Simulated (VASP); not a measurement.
# CsB8 (P6/mmm) in VASP: single point with PBE+D3(BJ)

Aim: the single point of CsB8 with PBE+D3(BJ).

Everything below comes from runs of VASP 6.6.1. Logs are shortened: lines on timing, memory, paths and dates and some standing lists are left out, and cuts for length are marked.

**1. The crystal as given**

The structure is hexagonal, space group P6/mmm (No. 191). Conventional cell: a = 5.828 Å, b = 5.828 Å, c = 6.301 Å, α = 90.00°, β = 90.00°, γ = 120.00°. Cs (site symmetry 6/mmm) is surrounded by 12 B at 3.57 Å. B (site symmetry mm2) has 3 B at 1.68 Å as nearest neighbours. Around B (site symmetry -6m2) lie 3 B at 1.68 Å.

The cell was built by a generator and needn't be a form met in nature.

**2. Single point, PBE+D3(BJ)**

INCAR

```
ALGO = Fast ; EDIFF = 1E-6
ENCUT = 520 ; GGA = PE
ISIF = 2 ; ISMEAR = 0
IVDW = 12 ; LASPH = True
LCHARG = True ; LELF = True
LREAL = False ; LVHAR = True
LWAVE = False ; NBANDS = 26
NELM = 100 ; PREC = Accurate
SIGMA = 0.1
```

KPOINTS

```
k-points
0
Gamma
  9 9 6
```

POSCAR

```
CsB8
1.0
    5.8283034546      0.0000000000      0.0000000000
   -2.9141517273      5.0474588527      0.0000000000
    0.0000000000      0.0000000000      6.3006513381
Cs B
1 8
Direct
    0.0000000000      0.0000000000      0.5000000000
    0.1668885851      0.3337771702      0.0000000000
    0.1668885851      0.8331114149      0.0000000000
    0.6666666667      0.3333333333      0.0000000000
    0.6662228298      0.8331114149      0.0000000000
    0.3337771702      0.1668885851      0.0000000000
    0.3333333333      0.6666666667      0.0000000000
    0.8331114149      0.1668885851      0.0000000000
    0.8331114149      0.6662228298      0.0000000000
```

Potentials or basis: VASP PAW PBE potentials, release 64 (Cs_sv, B).

Launch:

```console
$ cat potpaw_PBE.64/Cs_sv/POTCAR potpaw_PBE.64/B/POTCAR > POTCAR
$ mpirun -np 1 vasp_std > vasp.out
```

OUTCAR:

```text
EDIFF = 1E-6
   ENCUT = 520
   GGA = PE
   ISIF = 2
   ISMEAR = 0
   IVDW = 12
   LASPH = True
   LREAL = False
   NELM = 100
   PREC = Accurate
 IVDW          = 12

 ion  position               nearest neighbor table
   1  0.000  0.000  0.500-
   2  0.167  0.334  0.000-   7 1.68   8 1.68   6 1.68
   3  0.167  0.833  0.000-   7 1.68   9 1.68   6 1.68
   4  0.667  0.333  0.000-   8 1.68   6 1.68   9 1.68
   5  0.666  0.833  0.000-   7 1.68   9 1.68   8 1.68
   6  0.334  0.167  0.000-   4 1.68   2 1.68   3 1.68
   7  0.333  0.667  0.000-   3 1.68   5 1.68   2 1.68
   8  0.833  0.167  0.000-   4 1.68   2 1.68   5 1.68
   9  0.833  0.666  0.000-   4 1.68   3 1.68   5 1.68

  LATTYP: Found a hexagonal cell.
 ALAT       =     5.8283034546
 C/A-ratio  =     1.0810438041

  Lattice vectors:

 A1 = (   5.8283034546,   0.0000000000,   0.0000000000)
 A2 = (  -2.9141517273,   5.0474588527,   0.0000000000)
 A3 = (   0.0000000000,   0.0000000000,   6.3006513381)

Analysis of symmetry for initial positions (statically):
=====================================================================
 Subroutine PRICEL returns:
 Original cell was already a primitive cell.

 Routine SETGRP: Setting up the symmetry group for a
 hexagonal supercell.

 Subroutine GETGRP returns: Found 24 space group operations
 (whereof 24 operations were pure point group operations)
 out of a pool of 24 trial point group operations.

The static configuration has the point symmetry D_6h.

Analysis of symmetry for dynamics (positions and initial velocities):
=====================================================================
 Subroutine PRICEL returns:
 Original cell was already a primitive cell.

 Routine SETGRP: Setting up the symmetry group for a
 hexagonal supercell.

 Subroutine GETGRP returns: Found 24 space group operations
 (whereof 24 operations were pure point group operations)
 out of a pool of 24 trial point group operations.

The dynamic configuration has the point symmetry D_6h.

 Subroutine INISYM returns: Found 24 space group operations
 (whereof 24 operations are pure point group operations),
 and found     1 'primitive' translations

----------------------------------------------------------------------------------------

                                     Primitive cell

  volume of cell :     185.3533

  direct lattice vectors                    reciprocal lattice vectors
     5.828303455  0.000000000  0.000000000     0.171576516  0.099059748  0.000000000
    -2.914151727  5.047458853  0.000000000     0.000000000  0.198119495  0.000000000
     0.000000000  0.000000000  6.300651338     0.000000000  0.000000000  0.158713750

  length of vectors
     5.828303455  5.828303455  6.300651338     0.198119495  0.198119495  0.158713750

  position of ions in fractional coordinates (direct lattice)
     0.000000000  0.000000000  0.500000000
     0.166888585  0.333777170  0.000000000
     0.166888585  0.833111415  0.000000000
     0.666666667  0.333333333  0.000000000
     0.666222830  0.833111415  0.000000000
     0.333777170  0.166888585  0.000000000
     0.333333333  0.666666667  0.000000000
     0.833111415  0.166888585  0.000000000
     0.833111415  0.666222830  0.000000000

  ion indices of the primitive-cell ions
   primitive index   ion index
                 1           1
                 2           2
                 3           3
                 4           4
                 5           5
                 6           6
                 7           7
                 8           8
                 9           9

----------------------------------------------------------------------------------------

 KPOINTS: k-points

Automatic generation of k-mesh.
 Grid dimensions read from file:
 generate k-points for:    9    9    6

 Generating k-lattice:

  Cartesian coordinates                     Fractional coordinates (reciprocal lattice)
     0.019064057  0.011006639  0.000000000     0.111111111 -0.000000000  0.000000000
     0.000000000  0.022013277  0.000000000     0.000000000  0.111111111  0.000000000
     0.000000000  0.000000000  0.026452292     0.000000000  0.000000000  0.166666667

  Length of vectors
     0.022013277  0.022013277  0.026452292

  Shift w.r.t. Gamma in fractional coordinates (k-lattice)
     0.000000000  0.000000000  0.000000000

 Subroutine IBZKPT returns following result:
 ===========================================

 Found     48 irreducible k-points:

 Following reciprocal coordinates:
            Coordinates               Weight
  0.000000  0.000000  0.000000      1.000000
  0.111111 -0.000000  0.000000      6.000000
  0.222222  0.000000  0.000000      6.000000
  0.333333 -0.000000  0.000000      6.000000
  0.444444  0.000000  0.000000      6.000000
  0.111111  0.111111  0.000000      6.000000
[... 16 lines left out ...]
  0.333333  0.222222  0.166667     24.000000
  0.333333  0.333333  0.166667      4.000000
 [... further k-points ...]
   k-points           NKPTS =     48   k-points in BZ     NKDIM =     48   number of bands    NBANDS=     26
   number of dos      NEDOS =    301   number of ions     NIONS =      9
   total plane-waves  NPLWV = 110592
   dimension x,y,z NGX =    48 NGY =   48 NGZ =   48
   dimension x,y,z NGXF=    96 NGYF=   96 NGZF=   96
   ions per type =               1   8
   NGX,Y,Z   is equivalent  to a cutoff of  13.69, 13.69, 12.67 a.u.
   NGXF,Y,Z  is equivalent  to a cutoff of  27.38, 27.38, 25.33 a.u.
 SYSTEM =  unknown system
   PREC   = accura    normal or accurate (medium, high low for compatibility)
   ISTART =      0    job   : 0-new  1-cont  2-samecut
   ICHARG =      2    charge: 1-file 2-atom 10-const
   ISPIN  =      1    spin polarized calculation?
   LNONCOLLINEAR =      F non collinear calculations
   LSORBIT =      F    spin-orbit coupling
   LASPH  =      T    aspherical Exc in radial PAW
   ENCUT  =  520.0 eV  38.22 Ry    6.18 a.u.  10.84 10.84 11.72*2*pi/ulx,y,z
   NELM   =    100;   NELMIN=  2; NELMDL= -5     # of ELM steps
   EDIFF  = 0.1E-05   stopping-criterion for ELM
   LREAL  =      F    real-space projection
   EDIFFG = 0.1E-04   stopping-criterion for IOM
   NSW    =      0    number of steps for IOM
   IBRION =     -1    ionic relax: 0-MD 1-quasi-New 2-CG
   NFREE  =      0    steps in history (QN), initial steepest desc. (CG)
   ISIF   =      2    stress and relaxation
   ISYM   =      2    0-nonsym 1-usesym 2-fastsym
   POTIM  = 0.5000    time-step for ionic-motion
   TEBEG  =    0.0;   TEEND  =   0.0 temperature during run
   PSTRESS=    0.0 pullay stress
   NELECT =      33.0000    total number of electrons
   NUPDOWN=      -1.0000    fix difference up-down
   EMIN   =  10.00;   EMAX   =-10.00  energy-range for DOS
   EFERMI =   0.00;   METHOD = LEGACY
   ISMEAR =     0;   SIGMA  =   0.10  broadening in eV -4-tet -1-fermi 0-gaus
   EFERMI_NEDOS =   21; number of points for ismear=-14 and -15
   IALGO  =     68    algorithm
   IMIX   =      4    mixing-type and parameters
     AMIX     =   0.40;   BMIX     =  1.00
     AMIX_MAG =   1.60;   BMIX_MAG =  1.00
  volume/ion in A,a.u.               =      20.59       138.98
  Fermi-wavevector in a.u.,A,eV,Ry     =   0.920971  1.740383 11.540296  0.848188
  Thomas-Fermi vector in A             =   2.046336
   LORBIT       =      0    0 simple, 1 ext, 2 COOP (PROOUT), +10 PAW based schemes
   GGA     = PE    functional components
   LHFCALC =     F    Hartree Fock is set to
   AEXX    =    0.0000 exact exchange contribution
   IVDW    =    12    specifies the selected vdW correction
   LEPSILON=     F    determine dielectric tensor
   LRPA    =     F    only Hartree local field effects (RPA)
 non-spin polarized calculation
 RMM-DIIS sequential band-by-band and
 Gauss-broadening in eV      SIGMA  =   0.10
  energy-cutoff  :      520.00
  volume of cell :      185.35
 maximum number of plane-waves:      5034
 NGX is ok and might be reduce to    48
   NGX = 21   NGY = 21   NGZ = 23

 number of electron      33.0000002 magnetization

 Free energy of the ion-electron system (eV)
  ---------------------------------------------------
  ext. energy  EPLUGINS =         0.00000000
  ---------------------------------------------------
  free energy    TOTEN  =       -46.97937073 eV

  energy without entropy =      -46.95478777  energy(sigma->0) =      -46.96707925

 E-fermi :   0.2856     XC(G=0):  -7.3621

 val. band max:        0.2577543313   @ k =   0.2222   0.2222   0.0000
 cond. band min:       0.3038481190   @ k =   0.4444   0.1111   0.0000
 fundamental gap:      0.0460937877
 Fermi energy:         0.2855973690

 k-point     1 :       0.0000    0.0000    0.0000
  band No.  band energies     occupation
      1     -21.4569      2.00000
      2     -10.0543      2.00000
      3      -8.3654      2.00000
      4      -8.3654      2.00000
      5      -8.3151      2.00000
      6      -6.0337      2.00000
[... 18 lines left out ...]
     25       9.1878      0.00000
     26       9.2142      0.00000

 k-point     2 :       0.1111   -0.0000    0.0000
  band No.  band energies     occupation
      1     -21.4567      2.00000
      2     -10.0023      2.00000
      3      -8.3738      2.00000
      4      -8.3691      2.00000
      5      -8.3128      2.00000
      6      -6.6629      2.00000
[... 18 lines left out ...]
     25       5.0164      0.00000
     26       9.2671      0.00000

 k-point     3 :       0.2222    0.0000    0.0000
  band No.  band energies     occupation
      1     -21.4563      2.00000
      2      -9.8471      2.00000
      3      -8.4043      2.00000
      4      -8.3786      2.00000
      5      -8.3069      2.00000
      6      -7.3896      2.00000
[... 18 lines left out ...]
     25       5.4796      0.00000
     26       5.6087      0.00000

 k-point     4 :       0.3333   -0.0000    0.0000
  band No.  band energies     occupation
      1     -21.4557      2.00000
      2      -9.5909      2.00000
      3      -8.5032      2.00000
      4      -8.3898      2.00000
      5      -8.3002      2.00000
      6      -7.9615      2.00000
[... 18 lines left out ...]
     25       6.7470      0.00000
     26       9.4503      0.00000

 k-point     5 :       0.4444    0.0000    0.0000
  band No.  band energies     occupation
      1     -21.4554      2.00000
      2      -9.2417      2.00000
      3      -8.8236      2.00000
      4      -8.3971      2.00000
      5      -8.2958      2.00000
      6      -8.2008      2.00000
[... 18 lines left out ...]
     25       8.0176      0.00000
     26       9.5827      0.00000

 k-point     6 :       0.1111    0.1111    0.0000
  band No.  band energies     occupation
      1     -21.4564      2.00000
      2      -9.8987      2.00000
      3      -8.3885      2.00000
      4      -8.3796      2.00000
      5      -8.3087      2.00000
      6      -7.0174      2.00000
[... 427 lines left out ...]
 k-point    21 :       0.4444    0.1111    0.1667
  band No.  band energies     occupation
      1     -21.4550      2.00000
      2      -9.1219      2.00000
      3      -9.0020      2.00000
      4      -8.4078      2.00000
      5      -8.2510      2.00000
      6      -8.1259      2.00000
[... 18 lines left out ...]
     25       8.6120      0.00000
     26       8.8451      0.00000

 k-point    22 :       0.2222    0.2222    0.1667
  band No.  band energies     occupation
      1     -21.4552      2.00000
      2      -9.4950      2.00000
      3      -8.5391      2.00000
      4      -8.4441      2.00000
      5      -8.2340      2.00000
      6      -7.8484      2.00000
[... 18 lines left out ...]
     25       6.5594      0.00000
     26       6.6716      0.00000

 k-point    23 :       0.3333    0.2222    0.1667
  band No.  band energies     occupation
      1     -21.4550      2.00000
      2      -9.1648      2.00000
      3      -8.7679      2.00000
      4      -8.5030      2.00000
      5      -8.2335      2.00000
      6      -8.1038      2.00000
[... 18 lines left out ...]
     25       6.2316      0.00000
     26       7.7972      0.00000

 k-point    24 :       0.3333    0.3333    0.1667
  band No.  band energies     occupation
      1     -21.4549      2.00000
      2      -8.9283      2.00000
      3      -8.7383      2.00000
      4      -8.7383      2.00000
      5      -8.1904      2.00000
      6      -8.1904      2.00000
[... 18 lines left out ...]
     25       8.1721      0.00000
     26       8.2018      0.00000

 [... further k-points ...]

------------------------ aborting loop because EDIFF is reached ----------------------------------------

 Edisp (eV)   -1.00420

 E8    (eV) :    -0.4131

  FORCE on cell =-STRESS in cart. coord.  units (eV):
  Direction    XX          YY          ZZ          XY          YZ          ZX
  --------------------------------------------------------------------------------------
  -------------------------------------------------------------------------------------
  Total       0.03373     0.03373    -0.00512     0.00000     0.00000    -0.00000
  in kB       0.29154     0.29154    -0.04424     0.00000     0.00000    -0.00000
  external pressure =        0.18 kB  Pullay stress =        0.00 kB

 VOLUME and BASIS-vectors are now :
 -----------------------------------------------------------------------------
  energy-cutoff  :      520.00
  volume of cell :      185.35
      direct lattice vectors                 reciprocal lattice vectors
     5.828303455  0.000000000  0.000000000     0.171576516  0.099059748  0.000000000
    -2.914151727  5.047458853  0.000000000     0.000000000  0.198119495  0.000000000
     0.000000000  0.000000000  6.300651338     0.000000000  0.000000000  0.158713750

 POSITION                                       TOTAL-FORCE (eV/Angst)
 -----------------------------------------------------------------------------------
      0.00000      0.00000      3.15033         0.000000      0.000000     -0.000000
     -0.00000      1.68473      0.00000         0.000000      0.001887     -0.000000
     -1.45514      4.20510      0.00000         0.001634     -0.000943     -0.000000
      2.91415      1.68249      0.00000         0.000000      0.000000      0.000000
      1.45514      4.20510      0.00000        -0.001634     -0.000943      0.000000
      1.45902      0.84236      0.00000         0.001634      0.000943      0.000000
     -0.00000      3.36497      0.00000         0.000000      0.000000     -0.000000
      4.36929      0.84236      0.00000        -0.001634      0.000943     -0.000000
      2.91415      3.36273      0.00000        -0.000000     -0.001887      0.000000
 -----------------------------------------------------------------------------------
    total drift:                               -0.000000      0.000000     -0.000000

  FREE ENERGIE OF THE ION-ELECTRON SYSTEM (eV)
  ---------------------------------------------------
  free  energy   TOTEN  =       -47.9835675796 eV

  energy  without entropy=      -47.9589846248  energy(sigma->0) =      -47.97127610
```

It took 5.4 min on 1 thread of Intel Xeon Platinum 8259CL at 2.50GHz (Skylake/Cascade Lake), shared host; peak memory 0.44 GiB.

What came out:

- Free energy: -47.9836 eV
- Pressure: 0.0 GPa
- Band gap on the k mesh: none (metal or under the smearing width)
- Dispersion energy per atom: -0.112 eV

Caveat: pairwise dispersion overbinds metals, which lowers pressure and volume. Spin-orbit coupling is left out, which matters for the levels of Cs.
